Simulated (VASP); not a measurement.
# NaGeSe (P4/nmm) in VASP: notebook

One crystal, NaGeSe, is run at these levels: PBE+D4, r2SCAN; tasks: single point, relaxation of cell and atoms.

Everything below comes from runs of VASP 6.6.1. Logs are shortened: lines on timing, memory, paths and dates and some standing lists are left out, and cuts for length are marked.

## 1. The structure

It takes space group P4/nmm (No. 129, tetragonal). Conventional cell: a = 4.211 Å, b = 4.211 Å, c = 7.424 Å, α = 90.00°, β = 90.00°, γ = 90.00°. Ge (site symmetry 4mm) has 5 Se at 2.69 to 2.98 Å as nearest neighbours. Na (site symmetry -4m2) has 4 Na at 2.98 Å and 4 Se at 3.13 Å and 4 Ge at 3.20 Å as nearest neighbours. Se (site symmetry 4mm) is surrounded by 5 Ge at 2.69 to 2.98 Å.

The cell was built by a generator and needn't be a form met in nature.

## 2. Single point, PBE+D4

File INCAR:

```
SYSTEM = NaGeSe
  ALGO = Fast
  EDIFF = 1E-6
  ENCUT = 520
  GGA = PE
  ISIF = 2
  ISMEAR = -1
  IVDW = 13
  LASPH = .TRUE.
  LCHARG = .FALSE.
  LREAL = .FALSE.
  LWAVE = .FALSE.
  NBANDS = 36
  NELM = 100
  PREC = Accurate
  SIGMA = 0.1
```

File KPOINTS:

```
k-points
0
G
  4 4 3
  0 0 0
```

File POSCAR:

```
NaGeSe
1.0
    4.2108252859      0.0000000000      0.0000000000
    0.0000000000      4.2108252859      0.0000000000
    0.0000000000      0.0000000000      7.4242910375
Ge Na Se
2 2 2
Direct
    0.0000000000      0.5000000000      0.6750782479
    0.5000000000      0.0000000000      0.3249217521
    0.0000000000      0.0000000000      0.0000000000
    0.5000000000      0.5000000000      0.0000000000
    0.0000000000      0.5000000000      0.3121221586
    0.5000000000      0.0000000000      0.6878778414
```

Potentials or basis: VASP PAW PBE potentials, release 64 (Ge_d, Na_pv, Se).

The run is started by

```bash
$ cat potpaw_PBE.64/Ge_d/POTCAR potpaw_PBE.64/Na_pv/POTCAR potpaw_PBE.64/Se/POTCAR > POTCAR
$ mpirun -np 1 vasp_std > vasp.out
```

OUTCAR:

```text
SYSTEM = NaGeSe
   EDIFF = 1E-6
   ENCUT = 520
   GGA = PE
   ISIF = 2
   ISMEAR = -1
   IVDW = 13
   LASPH = .TRUE.
   LREAL = .FALSE.
   NELM = 100
   PREC = Accurate

 ion  position               nearest neighbor table
   1  0.000  0.500  0.675-   5 2.69
   2  0.500  0.000  0.325-   6 2.69
   3  0.000  0.000  0.000-
   4  0.500  0.500  0.000-
   5  0.000  0.500  0.312-   1 2.69
   6  0.500  0.000  0.688-   2 2.69

  LATTYP: Found a simple tetragonal cell.
 ALAT       =     4.2108252859
 C/A-ratio  =     1.7631439287

  Lattice vectors:

 A1 = (   4.2108252859,   0.0000000000,   0.0000000000)
 A2 = (   0.0000000000,   4.2108252859,   0.0000000000)
 A3 = (   0.0000000000,   0.0000000000,   7.4242910375)

Analysis of symmetry for initial positions (statically):
=====================================================================
 Subroutine PRICEL returns:
 Original cell was already a primitive cell.

 Routine SETGRP: Setting up the symmetry group for a
 simple tetragonal supercell.

 Subroutine GETGRP returns: Found 16 space group operations
 (whereof  8 operations were pure point group operations)
 out of a pool of 16 trial point group operations.

The static configuration has the point symmetry D_2d.
 The point group associated with its full space group is D_4h.

Analysis of symmetry for dynamics (positions and initial velocities):
=====================================================================
 Subroutine PRICEL returns:
 Original cell was already a primitive cell.

 Routine SETGRP: Setting up the symmetry group for a
 simple tetragonal supercell.

 Subroutine GETGRP returns: Found 16 space group operations
 (whereof  8 operations were pure point group operations)
 out of a pool of 16 trial point group operations.

The dynamic configuration has the point symmetry D_2d.
 The point group associated with its full space group is D_4h.

 Subroutine INISYM returns: Found 16 space group operations
 (whereof  8 operations are pure point group operations),
 and found     1 'primitive' translations

----------------------------------------------------------------------------------------

                                     Primitive cell

  volume of cell :     131.6405

  direct lattice vectors                    reciprocal lattice vectors
[... 82 lines left out ...]
   EDIFF  = 0.1E-05   stopping-criterion for ELM
   LREAL  =      F    real-space projection
   EDIFFG = 0.1E-04   stopping-criterion for IOM
   NSW    =      0    number of steps for IOM
   IBRION =     -1    ionic relax: 0-MD 1-quasi-New 2-CG
   NFREE  =      0    steps in history (QN), initial steepest desc. (CG)
   ISIF   =      2    stress and relaxation
   ISYM   =      2    0-nonsym 1-usesym 2-fastsym
   POTIM  = 0.5000    time-step for ionic-motion
   TEBEG  =    0.0;   TEEND  =   0.0 temperature during run
   PSTRESS=    0.0 pullay stress
   NELECT =      54.0000    total number of electrons
   NUPDOWN=      -1.0000    fix difference up-down
   EMIN   =  10.00;   EMAX   =-10.00  energy-range for DOS
   EFERMI =   0.00;   METHOD = LEGACY
   ISMEAR =    -1;   SIGMA  =   0.10  broadening in eV -4-tet -1-fermi 0-gaus
   EFERMI_NEDOS =   21; number of points for ismear=-14 and -15
   IALGO  =     68    algorithm
   IMIX   =      4    mixing-type and parameters
     AMIX     =   0.40;   BMIX     =  1.00
     AMIX_MAG =   1.60;   BMIX_MAG =  1.00
  volume/ion in A,a.u.               =      21.94       148.06
  Fermi-wavevector in a.u.,A,eV,Ry     =   1.216400  2.298662 20.131561  1.479628
  Thomas-Fermi vector in A             =   2.351755
   LORBIT       =      0    0 simple, 1 ext, 2 COOP (PROOUT), +10 PAW based schemes
   GGA     = PE    functional components
   LHFCALC =     F    Hartree Fock is set to
   AEXX    =    0.0000 exact exchange contribution
   IVDW    =    13    specifies the selected vdW correction
   LEPSILON=     F    determine dielectric tensor
   LRPA    =     F    only Hartree local field effects (RPA)
 non-spin polarized calculation
 RMM-DIIS sequential band-by-band and
  energy-cutoff  :      520.00
  volume of cell :      131.64
 maximum number of plane-waves:      3555
 NGX is ok and might be reduce to    32
   NGX = 15   NGY = 15   NGZ = 27

 number of electron      54.0000014 magnetization

 Free energy of the ion-electron system (eV)
  ---------------------------------------------------
  ext. energy  EPLUGINS =         0.00000000
  ---------------------------------------------------
  free energy    TOTEN  =       -19.77315296 eV

  energy without entropy =      -19.66125291  energy(sigma->0) =      -19.71720294

 E-fermi :   4.4908     XC(G=0):  -9.5033

 val. band max:        4.3855091192   @ k =   0.5000   0.2500   0.3333
 cond. band min:       4.5635632223   @ k =   0.5000   0.0000   0.3333
 fundamental gap:      0.1780541031
 Fermi energy:         4.4908320285

 k-point     1 :       0.0000    0.0000    0.0000
  band No.  band energies     occupation
      1     -20.9068      2.00000
      2     -20.9061      2.00000
      3     -20.9051      2.00000
      4     -20.9029      2.00000
      5     -20.8427      2.00000
      6     -20.8427      2.00000
[... 457 lines left out ...]
     35       9.7469      0.00000
     36       9.7624      0.00000

------------------------ aborting loop because EDIFF is reached ----------------------------------------

  DFT-D4 for vdW energy calculation

  Edisp (eV):   -1.32171

  FORCE on cell =-STRESS in cart. coord.  units (eV):
  Direction    XX          YY          ZZ          XY          YZ          ZX
  --------------------------------------------------------------------------------------
  -------------------------------------------------------------------------------------
  Total       0.00569     0.00569     0.04908     0.00000     0.00000     0.00000
  in kB       0.06924     0.06924     0.59733     0.00000     0.00000     0.00000
  external pressure =        0.25 kB  Pullay stress =        0.00 kB

 VOLUME and BASIS-vectors are now :
 -----------------------------------------------------------------------------
  energy-cutoff  :      520.00
  volume of cell :      131.64
      direct lattice vectors                 reciprocal lattice vectors
     4.210825286  0.000000000  0.000000000     0.237483137  0.000000000  0.000000000
     0.000000000  4.210825286  0.000000000     0.000000000  0.237483137  0.000000000
     0.000000000  0.000000000  7.424291037     0.000000000  0.000000000  0.134692996

 POSITION                                       TOTAL-FORCE (eV/Angst)
 -----------------------------------------------------------------------------------
      0.00000      2.10541      5.01198         0.000000     -0.000000      0.002534
      2.10541      0.00000      2.41231        -0.000000     -0.000000     -0.002534
      0.00000      0.00000      0.00000         0.000000     -0.000000      0.000000
      2.10541      2.10541      0.00000         0.000000      0.000000      0.000000
      0.00000      2.10541      2.31729        -0.000000     -0.000000     -0.000201
      2.10541      0.00000      5.10701         0.000000     -0.000000      0.000201
 -----------------------------------------------------------------------------------
    total drift:                                0.000000     -0.000000     -0.000000

  FREE ENERGIE OF THE ION-ELECTRON SYSTEM (eV)
  ---------------------------------------------------
  free  energy   TOTEN  =       -21.0948599514 eV

  energy  without entropy=      -20.9829598984  energy(sigma->0) =      -21.03890992
```

stdout:

```text
POSCAR found type information on POSCAR GeNaSe
 POSCAR found :  3 types and       6 ions
 scaLAPACK will be used
 LDA part: xc-table for (Slater+PW92), standard interpolation
 POSCAR, INCAR and KPOINTS ok, starting setup
 FFT: planning ... GRIDC
 FFT: planning ... GRID_SOFT
 FFT: planning ... GRID
 WAVECAR not read
 entering main loop
```

Wall time 25 s (1 thread of Intel Xeon 6975P-C (Granite Rapids), shared host); peak memory 0.25 GiB.

Results:

| Property | Result |
| --- | --- |
| Free energy | -21.0949 eV |
| Pressure | 0.0 GPa |
| Band gap on the k mesh | none (metal or under the smearing width) |
| Dispersion energy per atom | -0.220 eV |

Forces in eV/Å, atoms in the order of the input:
```
Ge   0.000  0.000  0.003
Ge   0.000  0.000 -0.003
Na   0.000  0.000  0.000
Na   0.000  0.000  0.000
Se   0.000  0.000  0.000
Se   0.000  0.000  0.000
```

Caveat: the k mesh is coarse (spacing up to 0.37 Å⁻¹), so the values aren't converged; pairwise dispersion overbinds metals, which lowers pressure and volume.

## 3. Relaxation of cell and atoms, PBE+D4

This run uses another cell than the first one, of 21.79 Å³/atom, 0.993 times its volume.

File INCAR:

```
SYSTEM = NaGeSe
PREC = Accurate ; ENCUT = 600
EDIFF = 1E-6 ; ISMEAR = -1
SIGMA = 0.1 ; LREAL = .False.
LASPH = .True. ; NELM = 80
ALGO = Normal ; ISIF = 3
LWAVE = .False. ; LCHARG = .False.
GGA = PE ; IVDW = 13
IBRION = 2 ; NSW = 60
EDIFFG = -0.01
```

File KPOINTS:

```
regular mesh
0
Gamma
  4 4 3
  0 0 0
```

File POSCAR:

```
NaGeSe
1.0
    4.3309980000      0.0000000000      0.0000000000
    0.0000000000      4.3309980000      0.0000000000
    0.0000000000      0.0000000000      6.9714680000
Ge Na Se
2 2 2
Direct
    0.0000000000      0.5000000000      0.6493000000
    0.5000000000      0.0000000000      0.3507000000
    0.0000000000      0.0000000000      0.0000000000
    0.5000000000      0.5000000000      0.0000000000
    0.0000000000      0.5000000000      0.2056000000
    0.5000000000      0.0000000000      0.7944000000
```

Potentials or basis: VASP PAW PBE potentials, release 64 (Ge_d, Na_pv, Se).

The run is started by

```bash
$ cat potpaw_PBE.64/Ge_d/POTCAR potpaw_PBE.64/Na_pv/POTCAR potpaw_PBE.64/Se/POTCAR > POTCAR
$ mpirun -np 1 vasp_std > vasp.out
```

It took 9.9 min on 1 thread of Intel Xeon 6975P-C (Granite Rapids), shared host; peak memory 0.3 GiB.

It converged, with:

```yaml
Free_energy: -21.0672 eV
Relaxed_volume: 23.80 Å³/atom
Relaxed_cell: a = 4.344 Å, b = 4.344 Å, c = 7.568 Å, α = 90.00°, β = 90.00°, γ = 90.00°
Space_group_after_relaxing_to_0.05_Å: P4/nmm (No. 129)
Energy_gained_by_relaxing: 236.8 meV/atom
Ionic_steps: 44
Pressure_after_relaxing: 0.0 GPa
Band_gap_on_the_k_mesh: none (metal or under the smearing width)
Dispersion_energy_per_atom: -0.220 eV
```

Forces on the atoms (eV/Å):
```
Ge   0.000  0.000  0.002
Ge   0.000  0.000 -0.002
Na   0.000  0.000  0.000
Na   0.000  0.000  0.000
Se   0.000  0.000 -0.003
Se   0.000  0.000  0.003
```

The path:
```csv
step,energy change (eV),largest force (eV/Å),pressure (GPa),volume (Å³)
1,0.0000,2.1479,4.66,130.77
3,-0.6756,1.3075,-1.35,145.75
5,-0.9852,0.9253,-2.06,145.98
7,-1.1746,0.5417,0.26,137.35
9,-1.2183,0.3195,2.14,133.23
11,-1.3114,0.6053,-0.59,140.24
13,-1.3837,0.2044,1.91,139.53
15,-1.4034,0.1214,-0.70,143.79
17,-1.4054,0.1451,-0.18,142.81
19,-1.4096,0.1368,0.59,142.72
21,-1.4128,0.0905,-0.13,143.43
23,-1.4132,0.0675,-0.44,143.79
25,-1.4152,0.0696,-0.14,143.85
27,-1.4153,0.0840,-0.09,143.86
29,-1.4171,0.0767,0.18,143.47
31,-1.4187,0.0809,0.45,142.90
33,-1.4196,0.0550,-0.18,143.10
35,-1.4197,0.0427,-0.08,143.07
37,-1.4199,0.0394,-0.06,143.00
39,-1.4203,0.0422,0.02,142.71
41,-1.4206,0.0201,-0.08,142.83
43,-1.4206,0.0256,0.23,142.67
44,-1.4207,0.0025,0.02,142.81
```

Final structure:
```yaml
crystal:
  lattice:
    - [4.34405, 0.00000, 0.00000]
    - [0.00000, 4.34405, 0.00000]
    - [0.00000, 0.00000, 7.56755]
  atoms:
    - { symbol: Ge, position: [0.00000, 0.50000, 0.65642] }
    - { symbol: Ge, position: [0.50000, 0.00000, 0.34358] }
    - { symbol: Na, position: [0.00000, 0.00000, 0.00000] }
    - { symbol: Na, position: [0.50000, 0.50000, 0.00000] }
    - { symbol: Se, position: [0.00000, 0.50000, 0.30458] }
    - { symbol: Se, position: [0.50000, 0.00000, 0.69542] }
```

Levels at points of the mesh, in eV from the Fermi level:
```csv
k point,band 23,band 24,band 25,band 26,band 27,band 28,band 29,band 30
"(0.00, 0.00, 0.00)",-3.99,-2.92,-2.92,-2.82,0.61,1.28,2.38,2.38
"(0.50, 0.00, 0.00)",-2.71,-2.71,-1.93,-1.93,-0.34,-0.34,0.23,0.23
"(0.50, 0.50, 0.00)",-4.28,-4.28,-3.79,-3.79,1.51,1.51,1.65,1.65
```

Caveat: the k mesh is coarse (spacing up to 0.36 Å⁻¹), so the values aren't converged; pairwise dispersion overbinds metals, which lowers pressure and volume.

(Part 1 of 2 ends here.)
